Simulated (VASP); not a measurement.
# Cr2O3 (Eskolaite): zone-centre modes, functional by functional

Aim: the vibrations of Cr2O3 (Eskolaite) at the zone centre, at several levels of theory. The starting structure is a measured crystal structure from the Crystallography Open Database. These runs hold a net moment, 12.0 μB a cell; experiment finds antiferromagnetic order in this phase at low temperature (arxiv:2307.11956), so these aren't the modes of its ground state.

Main program and level: VASP 6.6.1; Kohn-Sham DFT with plane waves and PAW; LDA+U (Cr d 3.7 eV), PBEsol+U (Cr d 3.7 eV), PBE+U (Cr d 3.7 eV), PBEsol + D3(BJ)+U (Cr d 3.7 eV) and r2SCAN+U (Cr d 3.7 eV).

**1. Starting point**

The structure is trigonal, space group R-3c (No. 167). Conventional cell: a = 4.957 Å, b = 4.957 Å, c = 13.592 Å, α = 90.00°, β = 90.00°, γ = 120.00°. Nearest to Cr lie 6 O at 1.96 to 2.01 Å. O has 4 Cr at 1.96 to 2.01 Å nearest. Farther neighbours and most contacts between anions are not listed.

**2. Modes with LDA+U (Cr d 3.7 eV)**

LDA, the lowest rung, knows the local density alone. The U is chosen by hand, not computed for this crystal, and pushes the named shell towards whole occupations. The cell comes from a relaxation at this level, not shown (96.17 Å³).

Contents of INCAR:

```
SYSTEM = Cr2O3
PREC = Accurate
ENCUT = 520
EDIFF = 1E-08
NELM = 100
ISMEAR = 0
SIGMA = 0.03
LREAL = .FALSE.
ALGO = Normal
GGA = CA
NBANDS = 64
ISPIN = 2
MAGMOM = 3 3 3 3 0 0 0 0 0 0
LDAU = .TRUE.
LDAUTYPE = 2
LDAUL = 2 -1
LDAUU = 3.7 0
LDAUJ = 0 0
LDAUPRINT = 1
LASPH = .TRUE.
LMAXMIX = 4
LORBIT = 11
LWAVE = .FALSE.
LCHARG = .FALSE.
KPAR = 16
IBRION = 6
NFREE = 2
POTIM = 0.015
NSW = 1
ISIF = 2
```

Contents of POSCAR:

```
Cr2O3
1.0
    2.4885553073      1.4367680766      4.4830484702
   -2.4885553073      1.4367680766      4.4830484702
    0.0000000000     -2.8735361532      4.4830484702
Cr O
4 6
Direct
    0.3497372281      0.3497372281      0.3497372281
    0.1502627719      0.1502627719      0.1502627719
    0.6502627719      0.6502627719      0.6502627719
    0.8497372281      0.8497372281      0.8497372281
    0.5511467461      0.2500000000      0.9488532539
    0.2500000000      0.9488532539      0.5511467461
    0.9488532539      0.5511467461      0.2500000000
    0.4488532539      0.7500000000      0.0511467461
    0.7500000000      0.0511467461      0.4488532539
    0.0511467461      0.4488532539      0.7500000000
```

Contents of KPOINTS:

```
Automatic mesh
0
Gamma
6 6 6
0 0 0
```

PAW data sets: Cr_pv and O (LDA family, release 64).

Run with:

```console
$ mpirun -np 16 vasp_std
```

The log of the run:

```text
[banner, memory and clock lines left out]
running   16 mpi-ranks, on    1 nodes
 distrk:  each k-point on    1 cores,   16 groups
 distr:  one band on    1 cores,    1 groups

 POSCAR found type information on POSCAR CrO
 POSCAR found :  2 types and      10 ions
|                                                                             |
|           W    W    AA    RRRRR   N    N  II  N    N   GGGG   !!!           |
|           W    W   A  A   R    R  NN   N  II  NN   N  G    G  !!!           |
|           W    W  A    A  R    R  N N  N  II  N N  N  G       !!!           |
|           W WW W  AAAAAA  RRRRR   N  N N  II  N  N N  G  GGG   !            |
|           WW  WW  A    A  R   R   N   NN  II  N   NN  G    G                |
|           W    W  A    A  R    R  N    N  II  N    N   GGGG   !!!           |
|                                                                             |
|     For optimal performance we recommend to set                             |
|       NCORE = 2 up to number-of-cores-per-socket                            |
|     NCORE specifies how many cores store one orbital (NPAR=cpu/NCORE).      |
|     This setting can greatly improve the performance of VASP for DFT.       |
|     The default, NCORE=1 might be grossly inefficient on modern             |
|     multi-core architectures or massively parallel machines. Do your        |
|     Unfortunately you need to use the default for GW and RPA                |
|     calculations (for HF NCORE is supported but not extensively tested      |
|     yet).                                                                   |
|                                                                             |

 LDA part: xc-table for (Slater(with rela. corr.)+CA(PZ))
 , standard interpolation
 POSCAR, INCAR and KPOINTS ok, starting setup
 FFT: planning ... GRIDC
 FFT: planning ... GRID_SOFT
 FFT: planning ... GRID
 WAVECAR not read
 entering main loop
       N       E                     dE             d eps       ncg     rms          rms(c)
DAV:   1     0.115633651658E+04    0.11563E+04   -0.44481E+04  8368   0.153E+03
DAV:   2     0.185663511758E+02   -0.11378E+04   -0.10454E+04  8320   0.482E+02
DAV:   3    -0.956337409204E+02   -0.11420E+03   -0.11013E+03  8944   0.164E+02
DAV:   4    -0.986446658430E+02   -0.30109E+01   -0.29804E+01  9240   0.272E+01
DAV:   5    -0.987192405347E+02   -0.74575E-01   -0.74091E-01 11696   0.370E+00    0.376E+01
DAV:   6    -0.861351763834E+02    0.12584E+02   -0.94773E+01 10320   0.632E+01    0.214E+01
DAV:   7    -0.863790501695E+02   -0.24387E+00   -0.14381E+01  9496   0.336E+01    0.130E+01
DAV:   8    -0.865199887151E+02   -0.14094E+00   -0.18872E+00  8976   0.577E+00    0.786E+00
DAV:   9    -0.865033369738E+02    0.16652E-01   -0.28975E-01 10224   0.507E+00    0.200E+00
DAV:  10    -0.864804612642E+02    0.22876E-01   -0.10735E-01  8800   0.287E+00    0.388E-01
DAV:  11    -0.864805212833E+02   -0.60019E-04   -0.59776E-03  9848   0.537E-01    0.177E-01
DAV:  12    -0.864807702587E+02   -0.24898E-03   -0.73952E-04  8912   0.172E-01    0.107E-01
DAV:  13    -0.864807930158E+02   -0.22757E-04   -0.29853E-04  9072   0.687E-02    0.445E-02
DAV:  14    -0.864807894381E+02    0.35777E-05   -0.36392E-05  9872   0.490E-02    0.139E-02
DAV:  15    -0.864807896251E+02   -0.18709E-06   -0.13358E-05  8880   0.217E-02    0.825E-03
DAV:  16    -0.864807897086E+02   -0.83417E-07   -0.37746E-07  9200   0.381E-03    0.306E-03
DAV:  17    -0.864807897025E+02    0.61118E-08   -0.58533E-08  8104   0.120E-03
   1 F= -.86480790E+02 E0= -.86480790E+02  d E =-.803660E-11  mag=    12.0000
[... from here on, the cycles between the ionic steps are left out ...]
   2 F= -.86478048E+02 E0= -.86478048E+02  d E =-.321603E-47  mag=    12.0000
   3 F= -.86478070E+02 E0= -.86478070E+02  d E =-.861070E-48  mag=    12.0000
   4 F= -.86478199E+02 E0= -.86478199E+02  d E =-.575477E-48  mag=    12.0000
   5 F= -.86478083E+02 E0= -.86478083E+02  d E =-.449697E-48  mag=    12.0000
   6 F= -.86478962E+02 E0= -.86478962E+02  d E =-.379608E-48  mag=    12.0000
   7 F= -.86479013E+02 E0= -.86479013E+02  d E =-.207829E-45  mag=    12.0000
   8 F= -.86479173E+02 E0= -.86479173E+02  d E =-.422177E-45  mag=    12.0000
 Finite differences progress:
  Degree of freedom:   4/  4
  Displacement:        1/  2
  Total:               7/  8
 bond charge predicted
       N       E                     dE             d eps       ncg     rms          rms(c)
DAV:   1    -0.864762936704E+02    0.28793E-02   -0.29840E+00 29064   0.600E+00    0.357E-01
DAV:   2    -0.864797544556E+02   -0.34608E-02   -0.47415E-02 33344   0.130E+00    0.302E-01
DAV:   3    -0.864793447748E+02    0.40968E-03   -0.14491E-03 32672   0.467E-01    0.177E-01
DAV:   4    -0.864791579731E+02    0.18680E-03   -0.63537E-04 32784   0.136E-01    0.762E-02
DAV:   5    -0.864791708601E+02   -0.12887E-04   -0.14781E-04 34800   0.858E-02    0.307E-02
DAV:   6    -0.864791716465E+02   -0.78641E-06   -0.18539E-05 31472   0.384E-02    0.201E-02
DAV:   7    -0.864791723614E+02   -0.71491E-06   -0.41659E-06 32616   0.169E-02    0.839E-03
DAV:   8    -0.864791728361E+02   -0.47471E-06   -0.11153E-06 32704   0.632E-03    0.421E-03
DAV:   9    -0.864791729308E+02   -0.94675E-07   -0.14395E-07 31048   0.245E-03    0.247E-03
DAV:  10    -0.864791729842E+02   -0.53429E-07   -0.26679E-08 25424   0.131E-03    0.119E-03
DAV:  11    -0.864791730011E+02   -0.16953E-07   -0.19789E-08 21768   0.785E-04    0.560E-04
DAV:  12    -0.864791730043E+02   -0.31268E-08   -0.29293E-09 16616   0.406E-04
   9 F= -.86479173E+02 E0= -.86479173E+02  d E =-.115205E-47  mag=    12.0000
 Finite differences progress:
  Degree of freedom:   4/  4
  Displacement:        2/  2
  Total:               8/  8
```

Elapsed: 9.1 min, on 16 MPI ranks of Intel Xeon 6975P-C (Granite Rapids), shared host; peak memory 24 GiB; 2.4 h of CPU time.

Lines that name or quote the potential files are left out of all logs, and their timing lines are given in words.

(Continued in part 2 of 4.)

[Lines on the potential files, build, host, timing and source positions are cut from VASP's logs without a mark.]

[Logs are printed without paths, hosts, clocks, repeated set-up lines and the standing remarks that a program may print on its own settings, such as how far it seeks lower states.]

[Hosts, paths, dates, database ids (printed as entryN), source tags and the programs' standing remarks are cut or masked in the printed files.]
